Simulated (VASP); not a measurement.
Cost and result of VASP (PAW) for the lattice constant a of MgF₂ (rutile). Static lattice. The cost counts the five points of the equation of state, each on the mesh and cut-off of its row, so the ratios hold those differences too. With PBE it took about 2 core-minutes. Costs are core time on shared hosts, one run each; read them as rough ratios.

| level | k-mesh | cut-off (eV) | lattice constant a (Å) | cost over PBE |
|---|---|---|---|---|
| LDA | 5×5×7 | 520 | 4.534 | within a factor of 2 |
| PBEsol | 5×5×7 | 520 | 4.632 | within a factor of 2 |
| PBE | 5×5×7 | 520 | 4.689 | reference |
| SCAN | 5×5×7 | 520 | 4.596 | about 5 times |
| r2SCAN | 5×5×7 | 520 | ? | about 5 times |

**Question.** What belongs in the gaps?

**Answer.** 
- r2SCAN, lattice constant a (Å): 4.610

Left out are levels that failed, ran on another kind of processor or have no fit band path; at most nine are shown.

The compound is MgF2 in the rutile structure.
